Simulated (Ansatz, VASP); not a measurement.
# FeSi2 (Linzhiite) in two plane-wave programs, part 2 of 2

Wanted: the spread between two codes on one cell, functional and k mesh. The cell is taken from a series of runs on this material, whose earlier steps may have relaxed, scaled, displaced or heated it; both programs get it as it stands.

VASP 6.6.1 and Ansatz 0.2.0.

So far: Set-up; VASP: zone-centre phonons, PBEsol.

### 3. Ansatz: zone-centre phonons, PBEsol

Level of this step: Ansatz beside VASP: Kohn-Sham DFT, plane waves, PBEsol (Ansatz).

Ansatz runs on its PAW soft_1 files.

The same cell, functional, mesh and smearing now go to Ansatz, which takes its cutoff from its data sets.

input.yaml

```yaml
crystal:
  lattice:
    - [2.6539232441, 0.0, 0.0]
    - [0.0, 2.6539232441, 0.0]
    - [0.0, 0.0, 5.31122783]
  atoms:
    - { symbol: Si, position: [0.5, 0.5, 0.2726563514] }
    - { symbol: Si, position: [0.5, 0.5, 0.7273436486] }
    - { symbol: Fe, position: [0.0, 0.0, 0.0] }
kpoints:
  mp_grid: { grid: [16, 16, 8] }
hamiltonian:
  xc: pbesol
  pseudopotentials: { kind: paw, azcp: { folder: soft_1 }, xc_functional: pbe }
scf:
  occupations: { method: methfessel_paxton, width: 0.2 }
output:
  eigenvalues: true
phonons:
  method: dfpt
```

Command:

```
> ansatz run input.yaml --threads 4 --pin off --max-ram 10240MiB --backend cpu --events-out ev --progress --plain --runs-dir out
```

Numbers of over 12 decimals in the logs are rounded to 6 here.

Log:

```text
zone centre: on kpoints.mp_grid the ground state, and the responses unless they are solved on pairs of k-points, stand on 405 of the mesh's 2048 k-points, reduced under 4 symmetry operations, with k and −k counted as one. Each operation leaves every solved displacement unchanged or reverses it
Engine: ansatz 0.2.0, aarch64-unknown-linux-gnu
Pseudopotentials: kind: paw
Pseudopotential: Si, paw, valence charge 4, recommended cutoff 420 eV (normal), soft_1/Si.paw.azcp
Pseudopotential: Fe, paw, valence charge 16, recommended cutoff 420 eV (normal), soft_1/Fe.paw.azcp
Functional definition: PBEsol
  exchange = pbesol_x
  correlation = pbesol_c
Crystal: 3 atoms, lattice volume = 37.409 Å³
Basis set: ecut = 420 eV, 733 PW (Γ), exchange–correlation on 36×36×72 points (8 copies of the dense FFT grid, shifted against one another)
Bands: 16, of which v1, the nominal top of the filled ones, is band 12 counted from 1 (11 counted from 0)
Symmetry: 16 space group operations
k-points: 405 of 2048 (irreducible under 4 space group operations, time reversal used)
Non-local potential: Si, projectors of the file, l = 0: 2, l = 1: 2, l = 2: 1
Non-local potential: Fe, projectors of the file, l = 0: 3, l = 1: 2, l = 2: 3, l = 3: 1
PAW form: soft (Blöchl's): semilocal exchange-correlation on the pseudo side does not see the compensation charge
PAW frozen core: Si, regenerated for the run's functional, and the local potential with it (the file was generated under x = pbe(κ = 0.804, μ = 0.219515), c = pbe(β = 0.066725))
PAW frozen core: Fe, regenerated for the run's functional, and the local potential with it (the file was generated under x = pbe(κ = 0.804, μ = 0.219515), c = pbe(β = 0.066725))
PAW one-centre angular grid: Si, 110 points (default); XC on 64 Gauss nodes
PAW one-centre angular grid: Fe, 590 points (default); XC on 64 Gauss nodes
Initial density: superposition of atomic densities (chi_scale 0.1, normalization cell, long waves kept (reshape's long-wave potential 0.01 eV rms))
Initial wavefunctions: pseudopotential atomic-orbital guess
Functional: x = pbesol(κ = 0.804, μ = 0.123457), c = pbesol(β = 0.046)
SCF iter   1: F=—  HF=-5695.149007 eV  |F-HF|=—  |Δ(HF+E_count)|=         —  Δρ=1.28e-1  dr2=1.40e1  ethr=3.10e-3  ⟨swp⟩=5.1  Hψ=34225  notcnv=0
preconditioner: auto → none  [metal: Δε(μ)=0.013 eV  Ē_g=7.952 eV  σ=0.200 eV  W_gap=0.05  n_scr=8 (ndim 8)  ℏωp=24.3 eV  f_vac=0.000  D(μ)=1.65/eV (n_scr^D=16)  sad-step TF]
SCF iter   2: F=—  HF=-5694.909674 eV  |F-HF|=—  |Δ(HF+E_count)|=   2.39e-1  S|Δr|=    0.00e0  Δρ=1.48e-1  dr2=1.48e1  ethr=3.10e-3  ⟨swp⟩=2.0  Hψ=11132  notcnv=0
SCF iter   3: F=—  HF=-5693.634949 eV  |F-HF|=—  |Δ(HF+E_count)|=    1.27e0  S|Δr|=    0.00e0  Δρ=7.91e-2  dr2=2.95e0  ethr=3.10e-3  ⟨swp⟩=3.0  Hψ=11878  notcnv=0
SCF iter   4: F=—  HF=-5693.330341 eV  |F-HF|=—  |Δ(HF+E_count)|=   3.05e-1  S|Δr|=    0.00e0  Δρ=1.31e-2  dr2=1.29e-1  ethr=3.10e-3  ⟨swp⟩=2.3  Hψ=12876  notcnv=0
SCF iter   5: F=—  HF=-5693.290371 eV  |F-HF|=—  |Δ(HF+E_count)|=   4.00e-2  S|Δr|=    0.00e0  Δρ=3.25e-3  dr2=2.00e-3  ethr=5.39e-4  ⟨swp⟩=2.0  Hψ=10798  notcnv=0
SCF iter   6: F=—  HF=-5693.290361 eV  |F-HF|=—  |Δ(HF+E_count)|=   1.03e-5  S|Δr|=    0.00e0  Δρ=7.73e-4  dr2=7.20e-5  ethr=8.35e-6  ⟨swp⟩=2.4  Hψ=10191  notcnv=0
SCF iter   7: F=—  HF=-5693.290334 eV  |F-HF|=—  |Δ(HF+E_count)|=   2.65e-5  S|Δr|=    0.00e0  Δρ=1.30e-4  dr2=4.59e-6  ethr=3.00e-7  ⟨swp⟩=2.4  Hψ=11139  notcnv=0
SCF iter   8: F=—  HF=-5693.290329 eV  |F-HF|=—  |Δ(HF+E_count)|=   5.43e-6  S|Δr|=    0.00e0  Δρ=2.28e-5  dr2=1.23e-7  ethr=1.91e-8  ⟨swp⟩=2.2  Hψ=8763  notcnv=0
SCF iter   9: F=—  HF=-5693.290329 eV  |F-HF|=—  |Δ(HF+E_count)|=   2.64e-7  S|Δr|=    0.00e0  Δρ=2.31e-6  dr2=9.31e-10  ethr=5.14e-10  ⟨swp⟩=2.2  Hψ=9393  notcnv=0
SCF iter  10: F=—  HF=-5693.290329 eV  |F-HF|=—  |Δ(HF+E_count)|=  2.08e-10  S|Δr|=    0.00e0  Δρ=2.20e-7  dr2=1.24e-11  ethr=3.88e-12  ⟨swp⟩=2.2  Hψ=10776  notcnv=0
SCF iter  11: F=-5693.290329 eV  HF=-5693.290329 eV  |F-HF|=3.64e-12  |Δ(HF+E_count)|=  4.55e-12  S|Δr|=    0.00e0  Δρ=3.04e-8  dr2=6.09e-13  ethr=1.00e-12  ⟨swp⟩=5.2  Hψ=26891  notcnv=0
the search or the solves at the SCF's close seem to have found levels that the self-consistency loop had missed (the run counts 2). By its estimate they hold under 1e-12 electrons; where the run keeps them, the occupations were computed again with them
SCF 1 converged in 11 iterations: F = -5693.290329 eV  dr2 = 6.09e-13
  greatest PAW one-centre occupation: 1.000 electrons in one spin orbital (limit 2), on the Fe atom at site 2 (counted from 0), in its partial waves of l = 1
DFPT response loops at Γ: preconditioner auto → Kerker (q_TF=auto, 2.534 Å⁻¹) (partly filled bands, converged f_vac=0.000); β = 1.00, the filter's whole step (`scf.mixing.beta` (0.50) is not read by the response loops under this deck's `scf.mixing.preconditioner`; to damp them name `kerker` or `kerker_dos`, under which they read `scf.mixing.beta`, and type it under 1.00, their step now; both keys bind the ground state too); Broyden in place of MSR1
SCF converged after 11 iterations
Stability not checked: this state was not tested for a lower state beside it, because cold or Methfessel-Paxton smearing, or corrected tetrahedra, fill the levels in a way that the test cannot read (fill_not_monotonic; see scf.lower_state_search)
Free energy (F): -5693.290329 eV
Harris-Foulkes:  -5693.290329 eV  (|F-HF|=3.64e-12)
Internal energy: -5693.290081 eV  (E = F + TS)
E sigma→0 (E₀):  -5693.290267 eV
Entropy (-TS):   -0.000248 eV (-0.083 meV/atom)
Fermi energy:    14.071450 eV
Step filling:    the computed levels leave a gap of 0.0000 eV = 0.0 smearing widths at the electron count; against every level under it full and every level over it empty, smearing changes F+E_penalty+E_count by -0.856 meV and its σ→0 estimate by -0.795 meV
--- Per-component energies (eV) ---
  E_band       = -228.188264
  E_kinetic    = 425.007018
  E_local      = -3647.783799  (includes V_loc(G=0)·N_el)
  E_nonlocal   = 333.518383
  E_hartree    = 1616.826803
  E_xc         = -226.860668
  E_vxc        = -244.249825  (∫ρ·V_xc dr)
  E_paw        = -2346.197962  (= ΣΔE_a)
  E_vpaw       = -328.332806  (= ΣTr[D̂ρ^β])
  E_aug_tail   = -0.000825  (compensation charges beyond the density's cutoff)
  E_ewald      = -1848.041354
  E_core_change = 0.242323  (= ΣΔE_core)
  E_smearing   = -0.000248  (= −TS)
  E_closure    = -0.000000  (closes the sum)
  Σ components = -5693.290329   (vs F -5693.290329, Δ=0.00e0)
--- Band table (eV; the first three rows and the last of 405) ---
  k-point 0: bands = [... 8 lower, 12.1693, 12.6494, 12.6494, 13.6353, 19.0809, 19.0809, 19.1707, 21.2704]
  k-point 1: bands = [... 8 lower, 12.1086, 12.6448, 12.6448, 13.6353, 18.4367, 19.1733, 19.1733, 21.0851]
  k-point 2: bands = [... 8 lower, 11.8953, 12.6335, 12.6335, 13.6354, 17.2208, 19.4413, 19.4413, 20.7965]
  k-point 404: bands = [... 8 lower, 10.8647, 10.8647, 12.1726, 14.3409, 14.3409, 14.4013, 15.1514, 16.8405]
--- Phonons (Γ-DFPT): 4 representative perturbations + reference, on 405 of 2048 k-points (Σ response iterations 14) ---
  k mesh reduced under 4 symmetry operations, with k and −k counted as one. Each operation leaves every solved displacement unchanged or reverses it
  ASR residual: 3.241e-5 → 0.000e0 eV/Å²; symmetrization residual: 1.501e-6 eV/Å²
  ASR residual per site (eV/Å²): 3.24e-5 3.24e-5 2.12e-5
  Γ frequencies (cm⁻¹): 0.00 0.00 0.00 221.70 221.70 266.76 266.76 328.14 493.75
  non-analytic LO–TO correction: not included (Born effective charges unavailable; polar crystals: no LO–TO splitting at Γ)
```

Reading the cycles: dr2 is the Hartree energy of the density residual (eV), the measure of convergence; HF is the Harris–Foulkes estimate of the energy, which meets the free energy F at convergence.

### 4. Comparison

Known differences besides the potentials themselves: the data sets hold 24 valence electrons in Ansatz (on its PAW soft_1 files) and 16 in VASP; the cutoff is 420 eV in Ansatz and 600 eV in VASP; Ansatz makes its cores anew for this functional, VASP keeps those of its PBE data sets. Total energies have different zeros and are not compared.

Compared:

```csv
quantity,Ansatz,VASP,difference
optical mode 1 to 2 (cm⁻¹),221.7,223.5,-0.82 %
optical mode 3 to 4 (cm⁻¹),266.8,271.5,-1.73 %
optical mode 5 (cm⁻¹),328.1,331.8,-1.12 %
optical mode 6 (cm⁻¹),493.8,494.7,-0.18 %
```

Modes are paired by rising frequency, not by their patterns, so a pair may set unlike modes beside each other; they are those without the splitting of longitudinal modes.

### 5. Summary of results

```
r.m.s. difference of the optical zone-centre modes, each program's sorted by frequency (zone-centre phonons, PBEsol) : 3.3 cm⁻¹
difference in optical mode 3 to 4 (zone-centre phonons, PBEsol)                                                      : -1.7 %
```

The r.m.s. difference of the optical zone-centre modes, each program's sorted by frequency is 3.3 cm⁻¹ (zone-centre phonons, PBEsol). The data sets hold unlike numbers of valence electrons (24 in Ansatz and 16 in VASP), so part of the differences comes from the potentials. Among the rows given in per cent, the largest difference of the zone-centre phonons, PBEsol pair is in optical mode 3 to 4, -1.7 %. Such differences can come from data sets, numerical settings and the points named under the comparisons, not from the functional's error against experiment.

[Lines on the potential files, build, host, timing and source positions are cut from VASP's logs without a mark.]

[Logs are printed without paths, hosts, clocks, repeated set-up lines and the standing remarks that a program may print on its own settings, such as how far it seeks lower states.]

[Hosts, paths, dates, database ids (printed as entryN), source tags and the programs' standing remarks are cut or masked in the printed files.]
